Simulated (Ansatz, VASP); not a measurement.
# TaN: VASP beside Ansatz

Aim: how closely do two programs agree when they are given the same cell, functional and k mesh? The cell is taken from a series of runs on this material, whose earlier steps may have relaxed, scaled, displaced or heated it; both programs get it as it stands.

Main program and level: Ansatz 0.2.0; plane waves, with VASP 6.6.1 beside it; zone-centre phonons at PBEsol.

### 1. The starting structure

Symmetry: P-6m2, No. 187, hexagonal system. Conventional cell: a = 2.903 Å, b = 2.903 Å, c = 2.854 Å, α = 90.00°, β = 90.00°, γ = 120.00°. N has 6 Ta at 2.20 Å nearest. Ta has 6 N at 2.20 Å nearest. Farther neighbours and most contacts between anions are not listed.

### 2. VASP: zone-centre phonons, PBEsol

Second derivatives magnify differences that forces hide, and they need a tight electronic threshold.

Lines of VASP's logs that name or quote its potential files are left out, and so is its time.

Contents of INCAR:

```
SYSTEM = TaN
PREC = Accurate
ENCUT = 600
EDIFF = 1E-08
NELM = 120
ISMEAR = 1
SIGMA = 0.2
LREAL = .FALSE.
ALGO = Normal
GGA = PS
NBANDS = 14
LASPH = .TRUE.
LORBIT = 11
LWAVE = .FALSE.
LCHARG = .FALSE.
ISIF = 2
IBRION = 8
GGA_COMPAT = .FALSE.
KPAR = 2
```

Contents of POSCAR:

```
TaN
1.0
    2.9029415343      0.0000000000      0.0000000000
   -1.4514707671      2.5140211144      0.0000000000
    0.0000000000      0.0000000000      2.8538282125
N Ta
1 1
Direct
    0.6666666667      0.3333333333      0.0000000000
    0.0000000000      0.0000000000      0.5000000000
```

Contents of KPOINTS:

```
Automatic mesh
0
Gamma
18 18 16
0 0 0
```

The projector-augmented-wave data sets are N and Ta_pv (PBE family, release 64).

Run with:

```bash
$ mpirun -np 2 vasp_std
```

Numbers of over 12 decimals in the logs are rounded to 6 here.

Output:

```text
[banner, memory and clock lines left out]
running    2 mpi-ranks, on    1 nodes
 distrk:  each k-point on    1 cores,    2 groups
 distr:  one band on    1 cores,    1 groups

 POSCAR found type information on POSCAR N Ta
 POSCAR found :  2 types and       2 ions
|                                                                             |
|               ----> ADVICE to this user running VASP <----                  |
|                                                                             |
|     You enforced a specific xc type in the INCAR file but a different       |
|     [... a line on the potential file left out ...]
|     I HOPE YOU KNOW WHAT YOU ARE DOING!                                     |
|                                                                             |

 LDA part: xc-table for (Slater+PW92), standard interpolation
 POSCAR, INCAR and KPOINTS ok, starting setup
 FFT: planning ... GRIDC
 FFT: planning ... GRID_SOFT
 FFT: planning ... GRID
 WAVECAR not read
 entering main loop
       N       E                     dE             d eps       ncg     rms          rms(c)
DAV:   1     0.103787156019E+03    0.10379E+03   -0.98124E+03  9332   0.134E+03
DAV:   2    -0.224777990788E+02   -0.12626E+03   -0.11968E+03 11184   0.350E+02
DAV:   3    -0.260873731517E+02   -0.36096E+01   -0.35820E+01 10800   0.583E+01
DAV:   4    -0.261066032813E+02   -0.19230E-01   -0.19226E-01 11070   0.441E+00
DAV:   5    -0.261067127866E+02   -0.10951E-03   -0.10950E-03 11064   0.325E-01    0.254E+01
DAV:   6    -0.239108009570E+02    0.21959E+01   -0.38506E+00 11228   0.247E+01    0.109E+01
DAV:   7    -0.238300575693E+02    0.80743E-01   -0.36599E-01 11844   0.617E+00    0.743E+00
DAV:   8    -0.237998714795E+02    0.30186E-01   -0.11864E-01 12606   0.332E+00    0.156E+00
DAV:   9    -0.237949308699E+02    0.49406E-02   -0.10493E-02 10344   0.938E-01    0.196E-01
DAV:  10    -0.237948504411E+02    0.80429E-04   -0.55807E-04 12858   0.292E-01    0.142E-01
DAV:  11    -0.237948118576E+02    0.38584E-04   -0.59720E-05 10458   0.819E-02    0.137E-02
DAV:  12    -0.237948118157E+02    0.41939E-07   -0.43916E-06 12312   0.198E-02    0.205E-03
DAV:  13    -0.237948117415E+02    0.74194E-07   -0.35973E-08 10530   0.198E-03    0.209E-03
DAV:  14    -0.237948116988E+02    0.42700E-07   -0.14861E-08 10436   0.124E-03    0.210E-04
DAV:  15    -0.237948116864E+02    0.12403E-07   -0.94798E-10  6198   0.352E-04    0.107E-04
DAV:  16    -0.237948116897E+02   -0.33385E-08   -0.10131E-10  6654   0.101E-04
   1 F= -.23794812E+02 E0= -.23794983E+02  d E =0.514065E-03
 Linear response reoptimize wavefunctions to high precision
DAV:   1    -0.237948116894E+02    0.33697E-09   -0.13226E-11  6426   0.476E-05
DAV:   2    -0.237948116894E+02   -0.34106E-11   -0.15500E-12  6276   0.107E-05
 Linear response DOF=           4
 Linear response progress:
  Degree of freedom:   1/  4
       N       E                     dE             d eps       ncg     rms          rms(c)
RMM:   1    -0.232934042707E+00   -0.23293E+00    0.11185E-01 95738   0.289E+00
RMM:   2    -0.226564937291E+00    0.63691E-02   -0.30572E-03 69865   0.475E-01    0.184E-01
RMM:   3    -0.227409339984E+00   -0.84440E-03   -0.55596E-04 66585   0.157E-01    0.995E-02
RMM:   4    -0.228615416487E+00   -0.12061E-02   -0.30750E-04 67833   0.116E-01    0.256E-02
RMM:   5    -0.228669739201E+00   -0.54323E-04   -0.11958E-05 76602   0.276E-02    0.237E-03
RMM:   6    -0.228668661413E+00    0.10778E-05   -0.17657E-06 77452   0.540E-03    0.122E-03
RMM:   7    -0.228662417922E+00    0.62435E-05   -0.35195E-07 81473   0.182E-03    0.900E-04
RMM:   8    -0.228664152413E+00   -0.17345E-05   -0.91028E-08 80458   0.655E-04    0.238E-04
RMM:   9    -0.228661520210E+00    0.26322E-05   -0.18577E-08 73589   0.306E-04    0.208E-05
RMM:  10    -0.228661363474E+00    0.15674E-06    0.37026E-09 85203   0.983E-05    0.190E-05
RMM:  11    -0.228661349065E+00    0.14409E-07   -0.69661E-09 82902   0.313E-05    0.754E-06
RMM:  12    -0.228661344963E+00    0.41013E-08   -0.19483E-09 79169   0.111E-05    0.222E-06
 first order change of Fermi-energy   0.28915E-04
 force on displaced ion       1 direction 1 : -14.759   0.001   0.000
 Linear response progress:
  Degree of freedom:   2/  4
       N       E                     dE             d eps       ncg     rms          rms(c)
RMM:   1    -0.237529415055E+00   -0.23753E+00    0.14996E-01 32782   0.298E+00
RMM:   2    -0.231504637863E+00    0.60248E-02   -0.38822E-03 25072   0.518E-01    0.152E-01
RMM:   3    -0.232322893399E+00   -0.81826E-03   -0.90689E-04 23696   0.185E-01    0.777E-02
RMM:   4    -0.233583106727E+00   -0.12602E-02   -0.40750E-04 24428   0.127E-01    0.227E-02
RMM:   5    -0.233711906865E+00   -0.12880E-03   -0.20815E-05 26192   0.366E-02    0.351E-03
RMM:   6    -0.233709776208E+00    0.21307E-05   -0.15463E-06 26643   0.853E-03    0.119E-03
RMM:   7    -0.233700703580E+00    0.90726E-05   -0.30451E-07 26387   0.277E-03    0.397E-04
RMM:   8    -0.233702523588E+00   -0.18200E-05   -0.23599E-08 28733   0.917E-04    0.154E-04
RMM:   9    -0.233702300631E+00    0.22296E-06   -0.10987E-08 28852   0.292E-04    0.337E-05
RMM:  10    -0.233702033721E+00    0.26691E-06   -0.50184E-09 29371   0.100E-04    0.130E-05
RMM:  11    -0.233702044989E+00   -0.11269E-07   -0.73127E-10 29550   0.370E-05    0.285E-06
RMM:  12    -0.233702065270E+00   -0.20281E-07   -0.11265E-09 27775   0.147E-05    0.119E-06
RMM:  13    -0.233702067090E+00   -0.18196E-08    0.54178E-10 21485   0.618E-06    0.257E-07
 first order change of Fermi-energy  -0.17335E-03
 force on displaced ion       1 direction 3 :   0.000  -0.000 -16.242
 Linear response progress:
  Degree of freedom:   3/  4
       N       E                     dE             d eps       ncg     rms          rms(c)
RMM:   1    -0.131945074013E+00   -0.13195E+00    0.11595E+01 42197   0.251E+01
RMM:   2    -0.160812654682E+00   -0.28868E-01   -0.26041E-02 64746   0.150E+00    0.187E-01
RMM:   3    -0.159446808311E+00    0.13658E-02   -0.26797E-03 73782   0.335E-01    0.105E-01
RMM:   4    -0.158507172776E+00    0.93964E-03   -0.39807E-04 81705   0.126E-01    0.380E-02
RMM:   5    -0.158200219412E+00    0.30695E-03   -0.64562E-05 85093   0.334E-02    0.628E-03
RMM:   6    -0.158204503090E+00   -0.42837E-05   -0.79782E-06 81048   0.112E-02    0.205E-03
RMM:   7    -0.158206840075E+00   -0.23370E-05   -0.83695E-07 88567   0.359E-03    0.473E-04
RMM:   8    -0.158208741452E+00   -0.19014E-05   -0.83606E-07 87901   0.127E-03    0.216E-04
RMM:   9    -0.158209994227E+00   -0.12528E-05    0.14060E-08 83029   0.579E-04    0.442E-05
RMM:  10    -0.158210250331E+00   -0.25610E-06    0.56551E-08 86404   0.270E-04    0.195E-05
RMM:  11    -0.158210356974E+00   -0.10664E-06    0.11305E-09 93702   0.123E-04    0.731E-06
RMM:  12    -0.158210357459E+00   -0.48439E-09    0.61143E-08 90815   0.623E-05    0.673E-06
 first order change of Fermi-energy  -0.60028E-04
 force on displaced ion       2 direction 1 : -14.758   0.000   0.000
 Linear response progress:
  Degree of freedom:   4/  4
       N       E                     dE             d eps       ncg     rms          rms(c)
RMM:   1    -0.151011327834E+00   -0.15101E+00    0.10088E+01 14974   0.244E+01
RMM:   2    -0.179683498697E+00   -0.28672E-01   -0.27554E-02 22259   0.151E+00    0.137E-01
RMM:   3    -0.179018350682E+00    0.66515E-03   -0.20486E-03 26253   0.293E-01    0.744E-02
RMM:   4    -0.178478251822E+00    0.54010E-03   -0.19770E-04 27447   0.995E-02    0.208E-02
RMM:   5    -0.178355661914E+00    0.12259E-03   -0.26150E-05 29518   0.279E-02    0.662E-03
RMM:   6    -0.178328281031E+00    0.27381E-04   -0.47780E-06 27371   0.102E-02    0.843E-04
RMM:   7    -0.178329909186E+00   -0.16282E-05   -0.16567E-06 30449   0.304E-03    0.393E-04
RMM:   8    -0.178331821738E+00   -0.19126E-05   -0.10942E-06 30718   0.116E-03    0.109E-04
RMM:   9    -0.178332438237E+00   -0.61650E-06   -0.66758E-07 29832   0.492E-04    0.482E-05
RMM:  10    -0.178332900360E+00   -0.46212E-06   -0.33928E-07 28210   0.292E-04    0.156E-05
RMM:  11    -0.178333168180E+00   -0.26782E-06   -0.22440E-07 31562   0.145E-04    0.658E-06
RMM:  12    -0.178333086878E+00    0.81301E-07   -0.95957E-08 28499   0.824E-05    0.383E-06
RMM:  13    -0.178333084451E+00    0.24272E-08   -0.79357E-08 30025   0.465E-05    0.554E-06
 first order change of Fermi-energy  -0.87315E-03
 force on displaced ion       2 direction 3 :  -0.000  -0.000 -16.239
 Linear response finished
```

OUTCAR, selected parts (step 2):

```text
ion  position               nearest neighbor table
   1  0.667  0.333  0.000-   2 2.20   2 2.20   2 2.20   2 2.20   2 2.20   2 2.20
   2  0.000  0.000  0.500-   1 2.20   1 2.20   1 2.20   1 2.20   1 2.20   1 2.20

  LATTYP: Found a hexagonal cell.
 ALAT       =     2.9029415343
 C/A-ratio  =     0.9830815326

 Subroutine GETGRP returns: Found 12 space group operations
 (whereof 12 operations were pure point group operations)

The static configuration has the point symmetry D_3h.

 Found    333 irreducible k-points:

   k-points           NKPTS =    333   k-points in BZ     NKDIM =    333   number of bands    NBANDS=     14

   dimension x,y,z NGX =    24 NGY =   24 NGZ =   24
   dimension x,y,z NGXF=    48 NGYF=   48 NGZF=   48

   ENCUT  =  600.0 eV  44.10 Ry    6.64 a.u.   5.80  5.80  5.70*2*pi/ulx,y,z

   NELECT =      16.0000    total number of electrons

 k-points in reciprocal lattice and weights: Automatic mesh
   0.00000000  0.00000000  0.00000000       0.000
   0.05555556 -0.00000000  0.00000000       0.001
   0.11111111 -0.00000000  0.00000000       0.001
   0.16666667 -0.00000000  0.00000000       0.001
   0.22222222  0.00000000  0.00000000       0.001
   0.27777778  0.00000000  0.00000000       0.001
   0.33333333  0.00000000  0.00000000       0.001
   0.38888889  0.00000000  0.00000000       0.001
   0.44444444  0.00000000  0.00000000       0.001
[...]
0.33333333  0.27777778  0.50000000       0.002
   0.33333333  0.33333333  0.50000000       0.000

 average (electrostatic) potential at core
       1 -61.4217       2 -34.3366

  Total        1.0995412      1.0995412      1.1339949      0.0000000     -0.0000000     -0.0000000
  in kB       84.5837730     84.5837730     87.2341751      0.0000000     -0.0000000     -0.0000000
  external PRESSURE =      85.4672403 kB  Pullay stress =       0.0000000 kB

  energy-cutoff  :      600.00
  volume of cell :       20.83
      direct lattice vectors                 reciprocal lattice vectors
     2.902941534  0.000000000  0.000000000     0.344478174  0.198884567  0.000000000
    -1.451470767  2.514021114  0.000000000     0.000000000  0.397769133  0.000000000
     0.000000000  0.000000000  2.853828212     0.000000000  0.000000000  0.350406516

 POSITION                                       TOTAL-FORCE (eV/Angst)
 -----------------------------------------------------------------------------------
      1.45147      0.83801      0.00000         0.000000     -0.000000      0.000000
      0.00000      0.00000      1.42691        -0.000000      0.000000      0.000000
 -----------------------------------------------------------------------------------
    total drift:                               -0.000000      0.000000      0.000000

 Eigenvectors and eigenvalues of the dynamical matrix
 ----------------------------------------------------

   1 f  =   17.476963 THz   109.810999 2PiTHz  582.968745 cm-1    72.278880 meV
             X         Y         Z           dx          dy          dz
      1.451471  0.838007  0.000000    -0.000000    0.000000    0.963427
      0.000000  0.000000  1.426914     0.000000   -0.000000   -0.267970

   2 f  =   16.660521 THz   104.681138 2PiTHz  555.735146 cm-1    68.902346 meV
             X         Y         Z           dx          dy          dz
      1.451471  0.838007  0.000000    -0.712889   -0.648055    0.000000
      0.000000  0.000000  1.426914     0.198294    0.180260   -0.000000

   3 f  =   16.660521 THz   104.681138 2PiTHz  555.735146 cm-1    68.902346 meV
             X         Y         Z           dx          dy          dz
      1.451471  0.838007  0.000000    -0.648055    0.712889   -0.000000
      0.000000  0.000000  1.426914     0.180260   -0.198294    0.000000

   4 f/i=    0.000159 THz     0.001000 2PiTHz    0.005306 cm-1     0.000658 meV
             X         Y         Z           dx          dy          dz
      1.451471  0.838007  0.000000     0.000139   -0.267981    0.000000
      0.000000  0.000000  1.426914     0.000500   -0.963424    0.000000

   5 f/i=    0.000159 THz     0.001000 2PiTHz    0.005306 cm-1     0.000658 meV
             X         Y         Z           dx          dy          dz
      1.451471  0.838007  0.000000    -0.267981   -0.000139    0.000000
      0.000000  0.000000  1.426914    -0.963424   -0.000500    0.000000

   6 f/i=    0.000373 THz     0.002345 2PiTHz    0.012449 cm-1     0.001543 meV
             X         Y         Z           dx          dy          dz
      1.451471  0.838007  0.000000     0.000000    0.000000    0.267970
      0.000000  0.000000  1.426914     0.000000    0.000000    0.963427

 ELASTIC MODULI CONTR FROM IONIC RELAXATION (kBar)
 Direction    XX          YY          ZZ          XY          YZ          ZX
 --------------------------------------------------------------------------------
 XX         -25.8898     25.8898     -0.0000     -0.0000      0.0000      0.0000
 YY          25.8898    -25.8898      0.0000     -0.0000      0.0000      0.0000
 ZZ          -0.0000      0.0000     -0.0000     -0.0000      0.0000      0.0000
 XY          -0.0000     -0.0000     -0.0000    -25.8898      0.0000      0.0000
 YZ           0.0000      0.0000      0.0000      0.0000      0.0000      0.0000
 ZX           0.0000      0.0000      0.0000      0.0000      0.0000      0.0000
 --------------------------------------------------------------------------------
```

(Continued in part 2 of 2.)

[Lines on the potential files, build, host, timing and source positions are cut from VASP's logs without a mark.]

[Logs are printed without paths, hosts, clocks, repeated set-up lines and the standing remarks that a program may print on its own settings, such as how far it seeks lower states.]

[Hosts, paths, dates, database ids (printed as entryN), source tags and the programs' standing remarks are cut or masked in the printed files.]
